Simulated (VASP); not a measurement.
```yaml
crystal:
  lattice:
    - [3.29498, 0.00000, 0.00000]
    - [0.00000, 3.29498, 0.00000]
    - [0.00000, 0.00000, 3.29498]
  atoms:
    - { symbol: Tb, position: [0.00000, 0.00000, 0.00000] }
```

These are PBE GGA, VASP's PBE PAW potentials (set 64) (plane waves; VASP 6.6.1) values and carry that method's errors. Run with 400 eV cut-off, 10×10×10 Γ-centred mesh, tetrahedra, potentials Tb_3.

The 4f electrons are frozen in the core of the lanthanide potential, so 4f levels, which can set the real gap, and their magnetism are missing.

Task: Estimate the energy per atom (σ→0), band gap (on the k-mesh) with the smallest direct gap where there is one.

Result: 
```json
{
 "band gap (on the k-mesh)": "none (metal, semimetal or under 0.01 eV)",
 "energy per atom (σ→0)": "-3.736 eV/atom"
}
```

Only differences to runs with the same potentials and settings are physical.

The structure was generated: Tb was put into the simple-cubic type (Pm-3m), which need not be its known phase. The cell was not relaxed at this level. The run is one of a series of settings (ISMEAR = -4, SIGMA removed against the base run), some of them coarse on purpose.
